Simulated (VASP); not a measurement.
Here is a VASP 6.6.1 calculation.

File run.py:

```python
from ase.calculators.vasp import Vasp
from ase.dft.bandgap import bandgap
from ase.io import read

atoms = read('ZnGa3Bi.cif')
calc = Vasp(
    directory='calc',
    xc='optpbe-vdw',
    pp='PBE',
    setups='recommended',
    prec='Accurate',
    encut=520,
    ediff=1e-07,
    ismear=1,
    sigma=0.2,
    lreal=False,
    lasph=True,
    nelm=100,
    algo='Fast',
    isif=2,
    lwave=False,
    lcharg=True,
    kpts=[6, 6, 6],
    gamma=True,
)
atoms.calc = calc

print('energy (eV):', atoms.get_potential_energy())
print('free energy (eV):', atoms.get_potential_energy(force_consistent=True))
efermi = calc.get_fermi_level()
print('Fermi level (eV):', efermi)
path = atoms.cell.bandpath(npoints=60, eps=1e-4)
print('path:', path.path)
calc.set(kpts=path.kpts, reciprocal=True, icharg=11, isym=0, lcharg=False)
calc.calculate(atoms)
print('gap on the path (eV):', bandgap(calc, efermi=efermi)[0])
print('direct gap on the path (eV):', bandgap(calc, efermi=efermi, direct=True)[0])
```

The input ZnGa3Bi.cif:

```cif
data_ZnGa3Bi
_cell_length_a 4.71138671
_cell_length_b 4.71138671
_cell_length_c 4.71138671
_cell_angle_alpha 90.00000000
_cell_angle_beta 90.00000000
_cell_angle_gamma 90.00000000
_space_group_name_H-M_alt 'P1'
_space_group_name_Hall 'P 1'
_space_group_IT_number 1
loop_
_space_group_symop_operation_xyz
'x,y,z'
loop_
_atom_site_label
_atom_site_type_symbol
_atom_site_symmetry_multiplicity
_atom_site_Wyckoff_symbol
_atom_site_fract_x
_atom_site_fract_y
_atom_site_fract_z
_atom_site_occupancy
Zn1 Zn 1 a 0.5000000000 0.5000000000 0.5000000000 1
Ga1 Ga 1 a 0.5000000000 0.5000000000 0.0000000000 1
Ga2 Ga 1 a 0.0000000000 0.5000000000 0.5000000000 1
Ga3 Ga 1 a 0.5000000000 0.0000000000 0.5000000000 1
Bi1 Bi 1 a 0.0000000000 0.0000000000 0.0000000000 1
```

Potentials or basis: VASP PAW PBE potentials, release 64 (Zn, Ga_d, Bi_d).

Run with:

```console
$ python run.py
```

Question: Predict the band gap along the path.

Answer: None (metal or under the smearing width).

Levels at the corners of the path, in eV from the Fermi level:
```tsv
point	band 30	band 31	band 32	band 33	band 34	band 35	band 36	band 37
Γ	-3.59	-3.28	-3.28	0.99	0.99	0.99	3.01	3.12
X	-2.11	-2.11	-1.50	-1.36	-1.36	1.01	3.19	3.44
M	-1.23	-1.04	-0.50	-0.50	-0.26	-0.18	1.32	1.32
Γ	-3.59	-3.28	-3.28	0.99	0.99	0.99	3.01	3.12
R	-6.22	-3.79	-3.79	-3.79	5.83	5.84	5.88	6.29
X	-2.11	-2.11	-1.50	-1.36	-1.36	1.01	3.19	3.46
M	-1.23	-1.04	-0.50	-0.50	-0.26	-0.18	1.32	1.32
R	-6.22	-3.79	-3.79	-3.79	5.83	5.83	5.85	6.29
```

Caveat: the log is that of the step along the path at fixed density, whose energy, stress, charges and moments have no meaning; spin-orbit coupling is left out, which moves the levels of the heavy elements.
